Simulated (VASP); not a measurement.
```
CELL_PARAMETERS angstrom
      4.41545     0.00000     0.00000
      0.00000     8.89169     0.00000
      0.00000     0.00000     6.16889
ATOMIC_POSITIONS crystal
  Mg 0.00000 0.27443 0.98133
  Mg 0.00000 0.72557 0.98133
  Mg 0.50000 0.00000 0.48532
  Mg 0.50000 0.50000 0.54705
  Te 0.50000 0.26457 0.25103
  Te 0.50000 0.73543 0.25103
  Te 0.00000 0.00000 0.75622
  S  0.00000 0.50000 0.74669
```

These are PBEsol GGA, VASP's PBE PAW potentials (set 64) (plane waves; VASP) values and carry that method's errors. Settings: 400 eV cut-off, 9×5×7 Γ-centred mesh, Gaussian smearing of 0.010 eV, potentials Mg Te S.

Question: Predict the energy per atom (σ→0).

Answer: 
The energy per atom (σ→0) is -3.674 eV/atom.

The absolute energy has meaning only against runs of the same code, potentials and settings.

The structure comes from a computed database's Mg4Te3S entry (Pmm2); how it stands against other phases isn't given here. It was relaxed first.
